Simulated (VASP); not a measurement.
# Rh: Rh into a neighbouring Rh vacancy, part 4 of 4

How hard is this move in Rh: Rh into a neighbouring Rh vacancy? Both ends are relaxed first, then a band of images between them.

VASP 6.6.1; PBEsol; plane waves and PAW (Rh).

So far. Step 3 (Relax the start): The run ended after 7 ionic steps, 0.223 eV below its first step, once the forces on the free atoms met EDIFFG = -0.05. Step 4 (Relax the end): The run ended after 6 ionic steps, 0.238 eV below its first step, once the forces on the free atoms met EDIFFG = -0.05.

### Step 5. Nudged elastic band

Images on a straight line between the ends relax across the path, while springs keep them spaced along it.

The input, INCAR:

```
SYSTEM = Rh
PREC = Normal
ENCUT = 280
EDIFF = 1E-05
NELM = 120
ISMEAR = 1
SIGMA = 0.15
LREAL = Auto
ALGO = Fast
GGA = PS
NBANDS = 162
LASPH = .TRUE.
LWAVE = .FALSE.
LCHARG = .FALSE.
NCORE = 2
IMAGES = 3
SPRING = -5
IBRION = 1
POTIM = 0.3
NSW = 50
EDIFFG = -0.05
ISYM = 0
ISIF = 0
```

The input, POSCAR:

```
Rh
1.0
    7.5439852488      0.0000000000      0.0000000000
    0.0000000000      7.5439852488      0.0000000000
    0.0000000000      0.0000000000      7.5439852488
Rh
31
Direct
    0.7487597520      0.2488459545      0.9996154173
    0.7484799531      0.0000971164      0.2482364103
    0.9999302224      0.0000037400      0.9997590639
    0.2514492193      0.2486295050      0.9997268961
    0.4999922118      0.4999675402      0.9995625515
    0.7488278975      0.7509874182      0.9997500315
    0.2510595800      0.9997955804      0.2486650585
    0.4998905597      0.2488582246      0.2487483253
    0.7498866546      0.4996775151      0.2496790884
    0.5001826664      0.9999209685      0.4999067442
    0.7501954590      0.2499496697      0.4996088709
    0.7492379813      0.9999265462      0.7507639452
    0.0000571042      0.4997935087      0.9997101443
    0.2508446719      0.7509157461      0.9997765272
    0.9999648521      0.2498404589      0.2496209354
    0.2499970891      0.4997765139      0.2496839795
    0.4998789623      0.7510387683      0.2485051024
    0.9999627113      0.9997270078      0.4995551153
    0.2499384951      0.2498350822      0.4996992108
    0.5000313790      0.5001837985      0.4997650004
    0.7500578460      0.7499365335      0.4994810088
    0.2511701590      0.9999011939      0.7509149963
    0.5001800327      0.2488973125      0.7507716608
    0.7502418312      0.4999949672      0.7496010706
    0.9997464818      0.7497880262      0.2497399546
    0.0000609937      0.4998289110      0.4995486596
    0.2500031941      0.7497793453      0.4996496226
    0.0002696981      0.2499533701      0.7496705841
    0.2501692897      0.4999028438      0.7495322514
    0.5000664545      0.7513019116      0.7511728222
    0.0001269976      0.7497527566      0.7496264336
```

The input, KPOINTS:

```
Automatic mesh
0
Monkhorst-Pack
3 3 3
0 0 0
```

The input, 00/POSCAR:

```
Rh
1.0
    7.5439852488      0.0000000000      0.0000000000
    0.0000000000      7.5439852488      0.0000000000
    0.0000000000      0.0000000000      7.5439852488
Rh
31
Direct
    0.7487597520      0.2488459545      0.9996154173
    0.7484799531      0.0000971164      0.2482364103
    0.9999302224      0.0000037400      0.9997590639
    0.2514492193      0.2486295050      0.9997268961
    0.4999922118      0.4999675402      0.9995625515
    0.7488278975      0.7509874182      0.9997500315
    0.2510595800      0.9997955804      0.2486650585
    0.4998905597      0.2488582246      0.2487483253
    0.7498866546      0.4996775151      0.2496790884
    0.5001826664      0.9999209685      0.4999067442
    0.7501954590      0.2499496697      0.4996088709
    0.7492379813      0.9999265462      0.7507639452
    0.0000571042      0.4997935087      0.9997101443
    0.2508446719      0.7509157461      0.9997765272
    0.9999648521      0.2498404589      0.2496209354
    0.2499970891      0.4997765139      0.2496839795
    0.4998789623      0.7510387683      0.2485051024
    0.9999627113      0.9997270078      0.4995551153
    0.2499384951      0.2498350822      0.4996992108
    0.5000313790      0.5001837985      0.4997650004
    0.7500578460      0.7499365335      0.4994810088
    0.2511701590      0.9999011939      0.7509149963
    0.5001800327      0.2488973125      0.7507716608
    0.7502418312      0.4999949672      0.7496010706
    0.9997464818      0.7497880262      0.2497399546
    0.0000609937      0.4998289110      0.4995486596
    0.2500031941      0.7497793453      0.4996496226
    0.0002696981      0.2499533701      0.7496705841
    0.2501692897      0.4999028438      0.7495322514
    0.5000664545      0.7513019116      0.7511728222
    0.0001269976      0.7497527566      0.7496264336
```

The input, 01/POSCAR:

```
Rh
1.0
    7.5439852488      0.0000000000      0.0000000000
    0.0000000000      7.5439852488      0.0000000000
    0.0000000000      0.0000000000      7.5439852488
Rh
31
Direct
    0.6869099432      0.1869990622      0.9994031232
    0.7489565465      0.0004432557      0.2480610169
    0.9997956808      0.0003437392      0.9995440028
    0.2511216769      0.2490189902      0.9995448144
    0.5003446984      0.4997084483      0.9994009962
    0.7491801938      0.7508601257      0.9994932314
    0.2508906102      0.9998715338      0.2487398440
    0.5003206129      0.2492281280      0.2484355608
    0.7500066072      0.4995812721      0.2492655814
    0.5002177808      0.9999729831      0.4996330571
    0.7501599992      0.2500254993      0.4994374894
    0.7494749299      1.0002867499      0.7505831354
   -0.0001728386      0.4996881427      0.9995834343
    0.2506932530      0.7507643416      0.9995685539
    0.9997446587      0.2499535633      0.2491891188
    0.2500575645      0.4998914500      0.2495419233
    0.5000184602      0.7508000698      0.2485698572
    1.0000172068      0.9998754134      0.4993943487
    0.2499467014      0.2499398462      0.4994598572
    0.5000583355      0.5002305583      0.4995919828
    0.7501218814      0.7500117401      0.4993558430
    0.2509566788      1.0000158329      0.7503232860
    0.5004022664      0.2492412574      0.7504957224
    0.7502203149      0.4998002196      0.7497186971
    0.9999324668      0.7499210015      0.2495914238
    0.0001382675      0.4999579231      0.4994737090
    0.2501064663      0.7499358970      0.4994682122
   -0.0000932914      0.2500697414      0.7498512772
    0.2501781248      0.5000072684      0.7493939400
    0.5000689346      0.7510308592      0.7506119619
    0.0001791162      0.7499176452      0.7494906119
```

The input, 02/POSCAR:

```
Rh
1.0
    7.5439852488      0.0000000000      0.0000000000
    0.0000000000      7.5439852488      0.0000000000
    0.0000000000      0.0000000000      7.5439852488
Rh
31
Direct
    0.6250601344      0.1251521698      0.9991908292
    0.7494331399      0.0007893950      0.2478856235
    0.9996611392      0.0006837384      0.9993289417
    0.2507941344      0.2494084753      0.9993627327
    0.5006971849      0.4994493564      0.9992394408
    0.7495324900      0.7507328332      0.9992364312
    0.2507216404      0.9999474872      0.2488146296
    0.5007506662      0.2495980314      0.2481227963
    0.7501265598      0.4994850290      0.2488520743
    0.5002528952      1.0000249978      0.4993593700
    0.7501245393      0.2501013290      0.4992661078
    0.7497118786      1.0006469536      0.7504023256
   -0.0004027815      0.4995827766      0.9994567242
    0.2505418340      0.7506129370      0.9993605806
    0.9995244653      0.2500666677      0.2487573021
    0.2501180400      0.5000063860      0.2493998672
    0.5001579582      0.7505613714      0.2486346120
    1.0000717022      1.0000238191      0.4992335822
    0.2499549076      0.2500446101      0.4992205036
    0.5000852921      0.5002773180      0.4994189652
    0.7501859168      0.7500869467      0.4992306772
    0.2507431986      1.0001304719      0.7497315758
    0.5006245002      0.2495852023      0.7502197840
    0.7501987986      0.4996054720      0.7498363235
    1.0001184519      0.7500539768      0.2494428931
    0.0002155412      0.5000869352      0.4993987584
    0.2502097384      0.7500924488      0.4992868017
   -0.0004562809      0.2501861127      0.7500319704
    0.2501869600      0.5001116930      0.7492556286
    0.5000714148      0.7507598068      0.7500511016
    0.0002312348      0.7500825338      0.7493547902
```

The input, 03/POSCAR:

```
Rh
1.0
    7.5439852488      0.0000000000      0.0000000000
    0.0000000000      7.5439852488      0.0000000000
    0.0000000000      0.0000000000      7.5439852488
Rh
31
Direct
    0.5632103255      0.0633052775      0.9989785352
    0.7499097333      0.0011355344      0.2477102301
    0.9995265976      0.0010237375      0.9991138806
    0.2504665920      0.2497979604      0.9991806510
    0.5010496715      0.4991902645      0.9990778854
    0.7498847862      0.7506055406      0.9989796310
    0.2505526707      1.0000234405      0.2488894152
    0.5011807194      0.2499679347      0.2478100318
    0.7502465123      0.4993887860      0.2484385672
    0.5002880096      1.0000770124      0.4990856829
    0.7500890794      0.2501771586      0.4990947263
    0.7499488272      1.0010071573      0.7502215158
   -0.0006327243      0.4994774106      0.9993300142
    0.2503904150      0.7504615324      0.9991526074
    0.9993042719      0.2501797721      0.2483254854
    0.2501785154      0.5001213221      0.2492578110
    0.5002974561      0.7503226730      0.2486993668
    1.0001261977      1.0001722248      0.4990728156
    0.2499631138      0.2501493741      0.4989811500
    0.5001122486      0.5003240778      0.4992459475
    0.7502499522      0.7501621533      0.4991055114
    0.2505297185      1.0002451109      0.7491398656
    0.5008467339      0.2499291472      0.7499438456
    0.7501772822      0.4994107243      0.7499539500
    1.0003044369      0.7501869520      0.2492943624
    0.0002928150      0.5002159474      0.4993238077
    0.2503130106      0.7502490006      0.4991053912
   -0.0008192705      0.2503024841      0.7502126635
    0.2501957952      0.5002161177      0.7491173171
    0.5000738950      0.7504887543      0.7494902413
    0.0002833534      0.7502474225      0.7492189686
```

The input, 04/POSCAR:

```
Rh
1.0
    7.5439852488      0.0000000000      0.0000000000
    0.0000000000      7.5439852488      0.0000000000
    0.0000000000      0.0000000000      7.5439852488
Rh
31
Direct
    0.5013605167      0.0014583852      0.9987662411
    0.7503863267      0.0014816737      0.2475348367
    0.9993920560      0.0013637367      0.9988988195
    0.2501390495      0.2501874456      0.9989985693
    0.5014021581      0.4989311726      0.9989163301
    0.7502370825      0.7504782481      0.9987228309
    0.2503837009      1.0000993939      0.2489642007
    0.5016107726      0.2503378381      0.2474972673
    0.7503664649      0.4992925430      0.2480250602
    0.5003231240      1.0001290270      0.4988119958
    0.7500536196      0.2502529882      0.4989233448
    0.7501857758      1.0013673610      0.7500407060
   -0.0008626671      0.4993720446      0.9992033042
    0.2502389961      0.7503101279      0.9989446341
    0.9990840785      0.2502928765      0.2478936688
    0.2502389908      0.5002362582      0.2491157548
    0.5004369540      0.7500839745      0.2487641216
    1.0001806932      1.0003206304      0.4989120490
    0.2499713201      0.2502541380      0.4987417964
    0.5001392051      0.5003708375      0.4990729299
    0.7503139876      0.7502373599      0.4989803456
    0.2503162383      1.0003597499      0.7485481553
    0.5010689676      0.2502730921      0.7496679072
    0.7501557659      0.4992159767      0.7500715764
    1.0004904219      0.7503199273      0.2491458316
    0.0003700887      0.5003449595      0.4992488571
    0.2504162828      0.7504055523      0.4989239808
   -0.0011822600      0.2504188554      0.7503933567
    0.2502046303      0.5003205423      0.7489790057
    0.5000763751      0.7502177019      0.7489293810
    0.0003354720      0.7504123111      0.7490831469
```

PAW data sets: Rh (PBE family, release 64).

Run with:

```console
$ mpirun -np 6 vasp_std
```

What it wrote:

```text
[banner, memory and clock lines left out]
running    6 mpi-ranks, on    1 nodes
 each image running on    2 cores
[...]
01/POSCAR found :  1 types and      31 ions
 [... a notice as in an earlier step ...]

 LDA part: xc-table for (Slater+PW92), standard interpolation
[...]
00/POSCAR found :  1 types and      31 ions
[...]
04/POSCAR found :  1 types and      31 ions
 POSCAR, INCAR and KPOINTS ok, starting setup
[...]
entering main loop
       N       E                     dE             d eps       ncg     rms          rms(c)
DAV:   1     0.125406847181E+04    0.12541E+04   -0.91799E+04  4536   0.102E+03
DAV:   2    -0.174751072995E+03   -0.14288E+04   -0.13589E+04  4684   0.284E+02
DAV:   3    -0.263833111424E+03   -0.89082E+02   -0.83265E+02  6360   0.614E+01
DAV:   4    -0.269075386047E+03   -0.52423E+01   -0.50507E+01  5718   0.127E+01
[...]
RMM:  18    -0.249875127546E+03    0.45152E-04   -0.49060E-04  5243   0.387E-02    0.450E-02
RMM:  19    -0.249875121386E+03    0.61604E-05   -0.23839E-04  5301   0.265E-02    0.367E-02
RMM:  20    -0.249875113576E+03    0.78097E-05   -0.90187E-05  4407   0.149E-02
   1 F= -.24987511E+03 E0= -.24988427E+03  d E =-.249875E+03
[... from here on, the cycles between the ionic steps are left out ...]
   2 F= -.25007911E+03 E0= -.25008848E+03  d E =-.204001E+00
   5 F= -.25024067E+03 E0= -.25024984E+03  d E =-.216794E-01
   9 F= -.25026982E+03 E0= -.25027932E+03  d E =-.675617E-02
  13 F= -.25028570E+03 E0= -.25029526E+03  d E =-.119879E-02
  17 F= -.25029244E+03 E0= -.25030203E+03  d E =-.102106E-02
  21 F= -.25030967E+03 E0= -.25031935E+03  d E =-.910954E-02
  25 F= -.25031876E+03 E0= -.25032848E+03  d E =0.246148E-03
  29 F= -.25033311E+03 E0= -.25034293E+03  d E =0.402809E-02
  33 F= -.25035782E+03 E0= -.25036777E+03  d E =-.172357E-02
  37 F= -.25035640E+03 E0= -.25036633E+03  d E =-.563842E-02
  41 F= -.25037514E+03 E0= -.25038515E+03  d E =-.154304E-02
  45 F= -.25039291E+03 E0= -.25040301E+03  d E =-.885682E-02
  49 F= -.25042778E+03 E0= -.25043808E+03  d E =-.271699E-02
  50 F= -.25042924E+03 E0= -.25043953E+03  d E =-.145191E-02
 BRION: g(F)=  0.972E-02 g(S)=  0.000E+00 retain N= 15 mean eig= 1.79
 eig:   7.688  7.688  2.115  2.115  1.444  1.444  0.348  0.348  0.832  0.832
```

It took 33 min on 6 MPI ranks of AMD EPYC 9R14 (Zen 4), shared host; peak memory 1.5 GiB.

OUTCAR, selected parts (step 5):

```text
  tangential force (eV/A)        -2.367591
  left and right image   0.877732  0.877880 A

  tangential force (eV/A)        -2.366824
  left and right image   0.881481  0.881640 A

 k-point     1 :       0.0000    0.0000    0.0000
  band No.  band energies     occupation
    ...
    135      11.0514      2.00120
    136      11.2341      2.06178
    137      11.2672      2.07076
    138      11.2937      2.05521
    139      11.3066      2.03550
    140      11.5176      0.29779
    141      11.6358     -0.07065
    142      11.6925     -0.04312
    143      11.8217     -0.00238
    144      11.8629     -0.00064
    ...

 POSITION                                       TOTAL-FORCE (eV/Angst)
 -----------------------------------------------------------------------------------
      5.18894      1.41702      7.53616         1.609157      1.609405     -0.001901
      5.60092     -0.11249      1.95126        -0.156649      0.030616     -0.257264
      7.44971     -0.05552      7.53346         0.020227     -0.087736     -0.000226
      1.81872      1.81577      7.53284        -0.091792     -0.019919     -0.000515
      3.71596      3.67779      7.53411        -0.090369      0.026637     -0.001253
      5.58687      5.59263      7.53289        -0.029118     -0.100911      0.001942
      1.82790      7.48603      1.85249        -0.070872     -0.056920      0.046373
      3.65890      1.82870      1.95030         0.029757     -0.149212     -0.252082
      5.59063      3.67363      1.83976        -0.070128     -0.030151      0.051075
      3.68249      7.45598      3.76151        -0.009165     -0.016058      0.007480
      5.60376      1.83292      3.76052        -0.103186     -0.105345     -0.003584
      5.59934     -0.11093      5.57364        -0.141036      0.024965      0.250980
      7.47723      3.70702      7.53208        -0.031966     -0.038436      0.006260
      1.83751      5.60984      7.53323        -0.074878     -0.071493     -0.008726
[...]
-----------------------------------------------------------------------------------
    total drift:                               -0.106781     -0.093673      0.002059

  FREE ENERGIE OF THE ION-ELECTRON SYSTEM (eV)
  ---------------------------------------------------
  free  energy   TOTEN  =      -250.4292363556 eV

  energy  without entropy=     -250.4601246459  energy(sigma->0) =     -250.43953245

  tangential force (eV/A)        -2.365344
  left and right image   0.883489  0.883658 A

[... 5 parts as in an earlier step ...]

[... 10 further parts left out ...]
[key lines of the parts left out:]
E-fermi :  11.4476
```

The band used up its steps before its forces met the threshold, so no barrier is taken from it.

### Step 6. Outcome

```
result : none
```

What this shows: The session ends without its result: «nudged elastic band» used up its steps.

[Lines on the potential files, build, host, timing and source positions are cut from VASP's logs without a mark.]

[Logs are printed without paths, hosts, clocks, repeated set-up lines and the standing remarks that a program may print on its own settings, such as how far it seeks lower states.]

[Hosts, paths, dates, database ids (printed as entryN), source tags and the programs' standing remarks are cut or masked in the printed files.]

[Runs that stopped without an error message from VASP are left out.]
